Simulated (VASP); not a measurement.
Output of a VASP run:

OSZICAR:
```
       N       E                     dE             d eps       ncg     rms          rms(c)
DAV:   1     0.471590528731E+03    0.47159E+03   -0.21267E+04   480   0.182E+03
DAV:   2     0.246341614576E+01   -0.46913E+03   -0.46145E+03   600   0.494E+02
DAV:   3    -0.489764014108E+02   -0.51440E+02   -0.48142E+02   696   0.147E+02
DAV:   4    -0.509680997153E+02   -0.19917E+01   -0.19909E+01   680   0.282E+01
DAV:   5    -0.510336823496E+02   -0.65583E-01   -0.65581E-01   672   0.371E+00    0.232E+01
DAV:   6    -0.401634742384E+02    0.10870E+02   -0.75067E+01   752   0.763E+01    0.101E+01
DAV:   7    -0.401403190947E+02    0.23155E-01   -0.11679E+01   656   0.248E+01    0.632E+00
DAV:   8    -0.399619147341E+02    0.17840E+00   -0.10896E+00   648   0.100E+01    0.264E+00
DAV:   9    -0.399880380397E+02   -0.26123E-01   -0.21771E-01   632   0.341E+00    0.113E+00
DAV:  10    -0.399775688418E+02    0.10469E-01   -0.78198E-02   640   0.283E+00    0.437E-01
DAV:  11    -0.399761030413E+02    0.14658E-02   -0.99081E-03   688   0.797E-01    0.747E-02
DAV:  12    -0.399761470260E+02   -0.43985E-04   -0.22522E-03   584   0.474E-01    0.806E-02
DAV:  13    -0.399760645186E+02    0.82507E-04   -0.39305E-04   640   0.149E-01    0.131E-02
DAV:  14    -0.399760712261E+02   -0.67075E-05   -0.25326E-05   624   0.461E-02    0.210E-02
DAV:  15    -0.399760673438E+02    0.38823E-05   -0.10390E-05   600   0.313E-02    0.507E-03
DAV:  16    -0.399760669898E+02    0.35398E-06   -0.15907E-06   360   0.797E-03
   1 F= -.40843575E+02 E0= -.40843575E+02  d E =-.408436E+02
```

OUTCAR:
```
------------------------ aborting loop because EDIFF is reached ----------------------------------------
 Edisp (eV)   -0.86751
  FORCE on cell =-STRESS in cart. coord.  units (eV):
  Direction    XX          YY          ZZ          XY          YZ          ZX
  --------------------------------------------------------------------------------------
  Total      -0.05773    -0.05773    -0.05773    -0.00000    -0.00000     0.00000
  in kB      -1.42854    -1.42854    -1.42854    -0.00000    -0.00000     0.00000
  external pressure =       -1.43 kB  Pullay stress =        0.00 kB
  volume of cell :       64.75
      direct lattice vectors                 reciprocal lattice vectors
     4.015554786  0.000000000  0.000000000     0.249031592  0.000000000  0.000000000
     0.000000000  4.015554786  0.000000000     0.000000000  0.249031592  0.000000000
     0.000000000  0.000000000  4.015554786     0.000000000  0.000000000  0.249031592
 POSITION                                       TOTAL-FORCE (eV/Angst)
 -----------------------------------------------------------------------------------
      0.00000      0.00000      0.00000         0.000000      0.000000      0.000000
      2.00778      2.00778      2.00778         0.000000      0.000000      0.000000
      2.00778      0.00000      2.00778         0.000000      0.000000      0.000000
      0.00000      2.00778      2.00778         0.000000      0.000000      0.000000
      2.00778      2.00778      0.00000         0.000000      0.000000      0.000000
 -----------------------------------------------------------------------------------
    total drift:                                0.000000      0.000000     -0.000000
  FREE ENERGIE OF THE ION-ELECTRON SYSTEM (eV)
  ---------------------------------------------------
  free  energy   TOTEN  =       -40.8435753288 eV

  energy  without entropy=      -40.8435753288  energy(sigma->0) =      -40.84357533

 reached required accuracy - stopping structural energy minimisation
```
(Selected blocks of OUTCAR.)

**POSCAR**
```
BaTiO3
1
    4.0155547863    -0.0000000000     0.0000000000
   -0.0000000000     4.0155547863    -0.0000000000
    0.0000000000    -0.0000000000     4.0155547863
Ba Ti O
1 1 3
Direct
  0.0000000000   0.0000000000   0.0000000000
  0.5000000000   0.5000000000   0.5000000000
  0.5000000000   0.0000000000   0.5000000000
  0.0000000000   0.5000000000   0.5000000000
  0.5000000000   0.5000000000   0.0000000000
```

Q: Write an INCAR and KPOINTS that could have produced this output.

A: Several could match; the one computed here: the input of the run itself, PBE GGA with D3 dispersion (zero damping), plane waves, VASP's PBE PAW potentials (set 64).

INCAR:
```
SYSTEM = BaTiO3
PREC = Accurate; ENCUT = 520; LREAL = .FALSE.
LASPH = .TRUE.
EDIFF = 1E-6; NELM = 100; ALGO = Normal
LMAXMIX = 4
ISMEAR = 0; SIGMA = 0.05
GGA = PE; IVDW = 11
IBRION = 2; NSW = 60; ISIF = 3
EDIFFG = -0.02
LWAVE = .FALSE.; LCHARG = .FALSE.
```

### KPOINTS
```
kpoints
0
Gamma
5 5 5
0 0 0
```

POTCAR, in this order: Ba_sv Ti_sv O (PBE.64 set). Program: vasp_std.

The compound is BaTiO3 in the cubic perovskite structure, the ideal cubic form; the compound distorts at low or room temperature. It was relaxed first. The start is the result of an earlier pass.
